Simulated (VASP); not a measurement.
Output of a VASP run:

File OSZICAR:
```
       N       E                     dE             d eps       ncg     rms          rms(c)
DAV:   1     0.531241726523E+03    0.53124E+03   -0.27279E+04  4236   0.121E+03
DAV:   2    -0.268466311554E+02   -0.55809E+03   -0.53711E+03  4182   0.430E+02
DAV:   3    -0.483920366854E+02   -0.21545E+02   -0.20798E+02  4562   0.839E+01
DAV:   4    -0.487449099652E+02   -0.35287E+00   -0.35212E+00  4362   0.992E+00
DAV:   5    -0.487555170381E+02   -0.10607E-01   -0.10606E-01  4794   0.155E+00    0.422E+01
DAV:   6    -0.467890427262E+02    0.19665E+01   -0.13603E+01  4198   0.265E+01    0.161E+01
DAV:   7    -0.483814208171E+02   -0.15924E+01   -0.14052E+01  4422   0.339E+01    0.152E+01
DAV:   8    -0.464154135720E+02    0.19660E+01   -0.59951E+00  4272   0.190E+01    0.634E+00
DAV:   9    -0.463585817438E+02    0.56832E-01   -0.20138E+00  4378   0.106E+01    0.482E+00
DAV:  10    -0.462639597973E+02    0.94622E-01   -0.24684E-01  4368   0.504E+00    0.705E-01
DAV:  11    -0.462639953210E+02   -0.35524E-04   -0.18451E-02  4458   0.116E+00    0.406E-01
DAV:  12    -0.462635743870E+02    0.42093E-03   -0.45949E-03  4492   0.751E-01    0.280E-01
DAV:  13    -0.462635048759E+02    0.69511E-04   -0.80887E-04  4382   0.298E-01    0.610E-02
DAV:  14    -0.462634905303E+02    0.14346E-04   -0.19377E-04  4294   0.114E-01    0.373E-02
DAV:  15    -0.462634852408E+02    0.52895E-05   -0.44552E-05  4368   0.581E-02    0.131E-02
DAV:  16    -0.462634839184E+02    0.13224E-05   -0.62174E-06  2920   0.208E-02    0.482E-03
DAV:  17    -0.462634835404E+02    0.37793E-06   -0.67535E-07  2088   0.695E-03
   1 F= -.46263484E+02 E0= -.46257468E+02  d E =-.120301E-01
```

OUTCAR:
```
------------------------ aborting loop because EDIFF is reached ----------------------------------------
  FORCE on cell =-STRESS in cart. coord.  units (eV):
  Direction    XX          YY          ZZ          XY          YZ          ZX
  --------------------------------------------------------------------------------------
  Total       26.6390260     27.5881563     29.3022953     -1.2648401      0.2597043     -0.0874522
  in kB      630.9629166    653.4436960    694.0442090    -29.9585738      6.1512687     -2.0713631
  external PRESSURE =     659.4836072 kB  Pullay stress =       0.0000000 kB
  volume of cell :       67.64
      direct lattice vectors                 reciprocal lattice vectors
     3.994726000  0.000000000  0.000000000     0.250330060  0.144528208  0.000000000
    -1.997364000  3.459534000  0.000000000     0.000000000  0.289056272  0.000000000
     0.000000000  0.000000000  4.894637000     0.000000000  0.000000000  0.204305243
 POSITION                                       TOTAL-FORCE (eV/Angst)
 -----------------------------------------------------------------------------------
      0.05299      2.34615      1.17398        -0.492383     -0.902762      0.700704
      1.99719      1.17112      3.68518        -0.949305     -0.894434     -0.126616
      1.96538      3.41871      4.89125         0.171089     -0.278702      0.043542
      0.00794      0.05087      2.44393         0.264283     -0.517728      0.043090
     -0.05329      2.25827      3.69736         1.190376      1.510730     -0.931907
      2.02188      1.13350      1.23953        -0.184061      1.082896      0.271186
 -----------------------------------------------------------------------------------
    total drift:                                0.000003     -0.000259      0.000006
  FREE ENERGIE OF THE ION-ELECTRON SYSTEM (eV)
  ---------------------------------------------------
  free  energy   TOTEN  =       -46.2634835404 eV

  energy  without entropy=      -46.2514534346  energy(sigma->0) =      -46.25746849
```
(Selected blocks of OUTCAR.)

File POSCAR:
```
SiRu2
1
    3.9947260000     0.0000000000     0.0000000000
   -1.9973640000     3.4595340000     0.0000000000
    0.0000000000     0.0000000000     4.8946370000
Si Ru
2 4
Direct
  0.3523480000   0.6781680000   0.2398510000
  0.6692170000   0.3385190000   0.7529010000
 -0.0139060000  -0.0118010000  -0.0006920000
  0.0093390000   0.0147030000   0.4993070000
  0.3130430000   0.6527670000   0.7553910000
  0.6699590000   0.3276440000   0.2532430000
```

Question: Write an INCAR and KPOINTS that could have produced this output.

Answer: This is not unique; one that fits is the input of the run itself, PBE GGA, plane waves, VASP's PBE PAW potentials (set 64).

### KPOINTS
```
Automatic mesh
0
Gamma
5 5 4
0 0 0
```

### INCAR
```
# general
SYSTEM  = SiRu2
PREC    = Accurate
ENCUT   = 300
LREAL   = F
LASPH   = T

# electronic loop
EDIFF   = 1E-6
NELM    = 100   # most electronic steps
ALGO    = Normal
LMAXMIX = 4   # l cut-off of mixed one-centre charges

# smearing
ISMEAR  = 0   # Gaussian
SIGMA   = 0.05

# functional
GGA     = PE   # PBE

# ions
ISIF    = 2   # forces and stress, cell fixed

# output
LWAVE   = F
LCHARG  = F
```

POTCAR, in this order: Si Ru_pv (PBE.64 set). Program: vasp_std.

At this cut-off the stress carries a Pulay error, which pulls relaxed volumes low.

The structure was generated: SiRu2 was put into an ordered model structure, which need not be its known phase. The cell was not relaxed at this level, atoms are displaced from their ideal sites. The k-mesh is coarse (spacing up to 0.36 per Å, 2π included), so the numbers may not be converged in it.
